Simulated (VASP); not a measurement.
Method: PBEsol GGA, VASP's PBE PAW potentials (set 64) (plane waves; VASP 6.6.1).

Input for VASP

File KPOINTS:
```
kpoints
0
Gamma
 4 4 4
```

**INCAR**
```
# general
SYSTEM   =  Cd4S2Te2
PREC     =  Accurate
ENCUT    =  400
LREAL    =  .False.   # projection in real space or not
LASPH    =  .True.   # aspherical one-centre terms

# electronic loop
EDIFF    =  1E-7
NELM     =  100   # most electronic steps
ALGO     =  Normal   # blocked Davidson
LMAXMIX  =  4

# smearing
ISMEAR   =  -5

# functional
GGA      =  PS   # PBEsol

# ions
ISIF     =  2   # forces and stress, cell fixed

# output
LWAVE    =  .False.
LCHARG   =  .True.
LORBIT   =  11   # lm-projected
NEDOS    =  601

# other
LEFG     =  .True.
```

POSCAR:
```
Cd4S2Te2
1
    6.1689626459     0.0000000000     0.0000000000
    0.0000000000     6.1689626459     0.0000000000
    0.0000000000     0.0000000000     6.1298043450
Cd Te S
4 2 2
Direct
  0.0000000000   0.0000000000   0.9705466297
  0.5000000000   0.5000000000   0.9705466297
  0.5000000000   0.0000000000   0.5294533703
  0.0000000000   0.5000000000   0.5294533703
  0.2500000000   0.2500000000   0.2500000000
  0.7500000000   0.7500000000   0.2500000000
  0.7500000000   0.2500000000   0.7500000000
  0.2500000000   0.7500000000   0.7500000000
```

POTCAR, in this order: Cd Te S (PBE.64 set). Program: vasp_std.

**Question.** What will the output report for the number of irreducible k-points (NKPTS), number of bands (NBANDS), largest plane-wave count, number of space-group operations, FFT grid (NGX, NGY, NGZ)?

**Answer.** 
```json
{
  "number of irreducible k-points (NKPTS)": "18",
  "number of bands (NBANDS)": "43",
  "largest_plane_wave_count": "4254",
  "number_of_space_group_operations": "8",
  "FFT grid (NGX, NGY, NGZ)": "40 × 40 × 40"
}
```

The structure was generated: Cd4S2Te2 was put into an ordered model structure (P-4m2), which need not be its known phase. It was relaxed first.
